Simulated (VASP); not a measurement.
The system is F6S, in a box.

```
F S
1.0
    13.23041    0.00000    0.00000
     0.00000   13.73041    0.00000
     0.00000    0.00000   14.23041
F S
6 1
Cartesian
  7.9209 7.4390 6.3736
  7.1414 7.5429 8.4853
  5.3050 6.3896 7.8595
  7.3589 5.5450 7.4573
  5.8711 8.2853 6.7733
  6.0886 6.2874 5.7453
  6.6137 6.9146 7.1161
```

Base run:

| Property | Result |
| --- | --- |
| Program | VASP 6.6.1 |
| Functional | RPBE |
| Dispersion | D3(BJ) |
| Potentials or basis | VASP PAW PBE potentials, release 64 (F, S) |
| Cutoff | 400 eV |
| k mesh | 1 × 1 × 1 |
| Occupations | gaussian, width 0.01 eV |
| Spin | no spin polarisation |

Its results: gap between the frontier levels 6.62 eV; largest force 0.349 eV/Å.

Problem. The run is repeated on the same cell with these changes: functional from RPBE to PBE; cutoff from 400 eV to 520 eV. What comes out?

Solution. Gap between the frontier levels 6.53 eV; largest force 0.203 eV/Å.

Caveats: the PAW data sets were made with another functional, which shifts forces and pressure a little (some runs).

A k mesh can miss the band edges.

Not every run made on this cell is shown here.
